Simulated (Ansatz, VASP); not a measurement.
# Cross-check of Si2Mo between VASP and Ansatz, part 2 of 2

One calculation is typed for both programs; each brings its own data sets. How far apart do they land? The cell is taken from a series of runs on this material, whose earlier steps may have relaxed, scaled, displaced or heated it; both programs get it as it stands.

VASP 6.6.1 and Ansatz 0.2.0.

So far: Starting point; VASP: zone-centre phonons, PBEsol.

## (3) Ansatz: zone-centre phonons, PBEsol

Level of this step: Ansatz beside VASP: Kohn-Sham DFT, plane waves, PBEsol (Ansatz).

Ansatz runs on its PAW soft_1 files.

The same cell, functional, mesh and smearing now go to Ansatz, which takes its cutoff from its data sets.

File input.yaml:

```yaml
crystal:
  lattice:
    - [-1.6590573406, 1.6590573406, 3.8621528675]
    - [1.6590573406, -1.6590573406, 3.8621528675]
    - [1.6590573406, 1.6590573406, -3.8621528675]
  atoms:
    - { symbol: Si, position: [0.3355222879, 0.3355222879, 0.0] }
    - { symbol: Si, position: [0.6644777121, 0.6644777121, 0.0] }
    - { symbol: Mo, position: [0.0, 0.0, 0.0] }
kpoints:
  mp_grid: { grid: [20, 20, 20] }
hamiltonian:
  xc: pbesol
  pseudopotentials: { kind: paw, azcp: { folder: soft_1 }, xc_functional: pbe }
scf:
  occupations: { method: methfessel_paxton, width: 0.2 }
output:
  eigenvalues: true
phonons:
  method: dfpt
```

On the command line:

```bash
> ansatz run input.yaml --threads 4 --pin off --max-ram 10240MiB --backend cpu --events-out ev --progress --plain --runs-dir out
```

Numbers of over 12 decimals in the logs are rounded to 6 here.

What it wrote:

```text
zone centre: on kpoints.mp_grid the ground state, and the responses unless they are solved on pairs of k-points, stand on 1166 of the mesh's 8000 k-points, reduced under 4 symmetry operations, with k and −k counted as one. Each operation leaves every solved displacement unchanged or reverses it
Engine: ansatz 0.2.0, aarch64-unknown-linux-gnu
Pseudopotentials: kind: paw
Pseudopotential: Si, paw, valence charge 4, recommended cutoff 420 eV (normal), soft_1/Si.paw.azcp
Pseudopotential: Mo, paw, valence charge 14, recommended cutoff 420 eV (normal), soft_1/Mo.paw.azcp
Functional definition: PBEsol
  exchange = pbesol_x
  correlation = pbesol_c
Crystal: 3 atoms, lattice volume = 42.522 Å³
Basis set: ecut = 420 eV, 849 PW (Γ), exchange–correlation on 64×64×64 points (8 copies of the dense FFT grid, shifted against one another)
Bands: 15, of which v1, the nominal top of the filled ones, is band 11 counted from 1 (10 counted from 0)
Symmetry: 16 space group operations
k-points: 1166 of 8000 (irreducible under 4 space group operations, time reversal used)
Non-local potential: Si, projectors of the file, l = 0: 2, l = 1: 2, l = 2: 1
Non-local potential: Mo, projectors of the file, l = 0: 3, l = 1: 2, l = 2: 2, l = 3: 1
PAW form: soft (Blöchl's): semilocal exchange-correlation on the pseudo side does not see the compensation charge
PAW frozen core: Si, regenerated for the run's functional, and the local potential with it (the file was generated under x = pbe(κ = 0.804, μ = 0.219515), c = pbe(β = 0.066725))
PAW frozen core: Mo, regenerated for the run's functional, and the local potential with it (the file was generated under x = pbe(κ = 0.804, μ = 0.219515), c = pbe(β = 0.066725))
PAW one-centre angular grid: Si, 110 points (default); XC on 64 Gauss nodes
PAW one-centre angular grid: Mo, 590 points (default); XC on 64 Gauss nodes
Initial density: superposition of atomic densities (chi_scale 0.1, normalization cell, long waves kept (reshape's long-wave potential 0.00 eV rms))
Initial wavefunctions: pseudopotential atomic-orbital guess
Functional: x = pbesol(κ = 0.804, μ = 0.123457), c = pbesol(β = 0.046)
SCF iter   1: F=—  HF=-6143.509498 eV  |F-HF|=—  |Δ(HF+E_count)|=         —  Δρ=9.43e-2  dr2=5.92e0  ethr=3.10e-3  ⟨swp⟩=5.2  Hψ=98728  notcnv=0
preconditioner: auto → Kerker (q_TF=auto, 2.445 Å⁻¹)  [metal: Δε(μ)=0.011 eV  Ē_g=7.803 eV  σ=0.200 eV  W_gap=0.05  n_scr=10 (ndim 8)  ℏωp=21.3 eV  f_vac=0.000  D(μ)=0.42/eV (n_scr^D=0)]
SCF iter   2: F=—  HF=-6142.189710 eV  |F-HF|=—  |Δ(HF+E_count)|=    1.32e0  S|Δr|=    0.00e0  Δρ=3.04e-2  dr2=2.89e-1  ethr=3.10e-3  ⟨swp⟩=2.4  Hψ=43733  notcnv=0
SCF iter   3: F=—  HF=-6142.134979 eV  |F-HF|=—  |Δ(HF+E_count)|=   5.47e-2  S|Δr|=    0.00e0  Δρ=1.50e-2  dr2=7.00e-2  ethr=1.31e-3  ⟨swp⟩=2.3  Hψ=23490  notcnv=0
SCF iter   4: F=—  HF=-6142.118705 eV  |F-HF|=—  |Δ(HF+E_count)|=   1.63e-2  S|Δr|=    0.00e0  Δρ=2.66e-3  dr2=3.34e-3  ethr=3.18e-4  ⟨swp⟩=2.3  Hψ=25828  notcnv=0
SCF iter   5: F=—  HF=-6142.117815 eV  |F-HF|=—  |Δ(HF+E_count)|=   8.90e-4  S|Δr|=    0.00e0  Δρ=3.49e-4  dr2=8.76e-5  ethr=1.52e-5  ⟨swp⟩=2.8  Hψ=28808  notcnv=0
SCF iter   6: F=—  HF=-6142.117798 eV  |F-HF|=—  |Δ(HF+E_count)|=   1.70e-5  S|Δr|=    0.00e0  Δρ=3.58e-5  dr2=8.53e-7  ethr=3.98e-7  ⟨swp⟩=2.3  Hψ=22750  notcnv=0
SCF iter   7: F=—  HF=-6142.117798 eV  |F-HF|=—  |Δ(HF+E_count)|=   2.04e-7  S|Δr|=    0.00e0  Δρ=5.39e-6  dr2=1.28e-8  ethr=3.88e-9  ⟨swp⟩=2.2  Hψ=23989  notcnv=0
SCF iter   8: F=—  HF=-6142.117798 eV  |F-HF|=—  |Δ(HF+E_count)|=   1.72e-9  S|Δr|=    0.00e0  Δρ=1.02e-6  dr2=6.29e-10  ethr=5.84e-11  ⟨swp⟩=2.3  Hψ=27417  notcnv=0
SCF iter   9: F=—  HF=-6142.117798 eV  |F-HF|=—  |Δ(HF+E_count)|=  1.33e-10  S|Δr|=    0.00e0  Δρ=1.68e-7  dr2=1.62e-11  ethr=2.86e-12  ⟨swp⟩=2.5  Hψ=26418  notcnv=0
SCF iter  10: F=-6142.117798 eV  HF=-6142.117798 eV  |F-HF|=1.82e-12  |Δ(HF+E_count)|=  1.82e-12  S|Δr|=    0.00e0  Δρ=3.51e-8  dr2=7.91e-13  ethr=1.00e-12  ⟨swp⟩=5.1  Hψ=66839  notcnv=0
SCF 1 converged in 10 iterations: F = -6142.117798 eV  dr2 = 7.91e-13
  greatest PAW one-centre occupation: 0.999 electrons in one spin orbital (limit 2), on the Mo atom at site 2 (counted from 0), in its partial waves of l = 0
DFPT response loops at Γ: preconditioner auto → Kerker (q_TF=auto, 2.445 Å⁻¹) (partly filled bands, converged f_vac=0.000); β = 1.00, the filter's whole step (`scf.mixing.beta` (0.50) is not read by the response loops under this deck's `scf.mixing.preconditioner`; to damp them name `kerker` or `kerker_dos`, under which they read `scf.mixing.beta`, and type it under 1.00, their step now; both keys bind the ground state too); Broyden in place of MSR1
SCF converged after 10 iterations
Stability not checked: this state was not tested for a lower state beside it, because cold or Methfessel-Paxton smearing, or corrected tetrahedra, fill the levels in a way that the test cannot read (fill_not_monotonic; see scf.lower_state_search)
Free energy (F): -6142.117798 eV
Harris-Foulkes:  -6142.117798 eV  (|F-HF|=1.82e-12)
Internal energy: -6142.119472 eV  (E = F + TS)
E sigma→0 (E₀):  -6142.118216 eV
Entropy (-TS):   0.001674 eV (0.558 meV/atom)
Fermi energy:    14.682523 eV
--- Per-component energies (eV) ---
  E_band       = -69.051833
  E_kinetic    = 507.354098
  E_local      = -1163.905855  (includes V_loc(G=0)·N_el)
  E_nonlocal   = 194.057838
  E_hartree    = 437.755507
  E_xc         = -289.612099
  E_vxc        = -318.298017  (∫ρ·V_xc dr)
  E_paw        = -4149.548035  (= ΣΔE_a)
  E_vpaw       = -163.770982  (= ΣTr[D̂ρ^β])
  E_aug_tail   = 0.000106  (compensation charges beyond the density's cutoff)
  E_ewald      = -1678.493453
  E_core_change = 0.272421  (= ΣΔE_core)
  E_smearing   = 0.001674  (= −TS)
  E_closure    = 0.000000  (closes the sum)
  Σ components = -6142.117798   (vs F -6142.117798, Δ=0.00e0)
--- Band table (eV; the first three rows and the last of 1166) ---
  k-point 0: bands = [... 7 lower, 12.0595, 12.1693, 12.1693, 14.9377, 17.4338, 17.8107, 17.8107, 18.1947]
  k-point 1: bands = [... 7 lower, 11.9999, 12.0718, 12.7454, 14.6505, 17.2228, 17.6894, 17.8529, 18.3162]
  k-point 2: bands = [... 7 lower, 11.5670, 12.1121, 13.3820, 13.9365, 16.8360, 17.5985, 17.9597, 18.5245]
  k-point 1165: bands = [... 7 lower, 12.6919, 14.0463, 14.0463, 14.3391, 14.3391, 15.0953, 19.5342, 20.1920]
--- Phonons (Γ-DFPT): 4 representative perturbations + reference, on 1166 of 8000 k-points (Σ response iterations 12) ---
  k mesh reduced under 4 symmetry operations, with k and −k counted as one. Each operation leaves every solved displacement unchanged or reverses it
  ASR residual: 3.974e-5 → 0.000e0 eV/Å²; symmetrization residual: 1.556e-6 eV/Å²
  ASR residual per site (eV/Å²): 5.01e-6 5.01e-6 3.97e-5
  Γ frequencies (cm⁻¹): 0.00 0.00 0.00 224.94 224.94 280.03 280.03 307.59 440.54
  non-analytic LO–TO correction: not included (Born effective charges unavailable; polar crystals: no LO–TO splitting at Γ)
```

In the SCF lines HF is the Harris–Foulkes energy and dr2 the Hartree energy of the density residual, in eV; the loop may stop once dr2 is under the threshold and the program's other checks hold. Hψ counts applications of the Hamiltonian.

## (4) Side by side

Known differences besides the potentials themselves: the cutoff is 420 eV in Ansatz and 500 eV in VASP; Ansatz makes its cores anew for this functional, VASP keeps those of its PBE data sets. Total energies have different zeros and are not compared.

The two programs side by side:

```
                  quantity  Ansatz   VASP  difference
optical mode 1 to 2 (cm⁻¹)   224.9  226.0     -0.48 %
optical mode 3 to 4 (cm⁻¹)   280.0  280.9     -0.30 %
     optical mode 5 (cm⁻¹)   307.6  308.9     -0.42 %
     optical mode 6 (cm⁻¹)   440.5  441.0     -0.10 %
```

Modes are paired by rising frequency, not by their patterns, so a pair may set unlike modes beside each other; they are those without the splitting of longitudinal modes.

## (5) Results

| Quantity | Value |
| --- | --- |
| r.m.s. difference of the optical zone-centre modes, each program's sorted by frequency (zone-centre phonons, PBEsol) | 0.97 cm⁻¹ |

The r.m.s. difference of the optical zone-centre modes, each program's sorted by frequency is 0.97 cm⁻¹ (zone-centre phonons, PBEsol). Such differences can come from data sets, numerical settings and the points named under the comparisons, not from the functional's error against experiment.

[Lines on the potential files, build, host, timing and source positions are cut from VASP's logs without a mark.]

[Logs are printed without paths, hosts, clocks, repeated set-up lines and the standing remarks that a program may print on its own settings, such as how far it seeks lower states.]

[Hosts, paths, dates, database ids (printed as entryN), source tags and the programs' standing remarks are cut or masked in the printed files.]
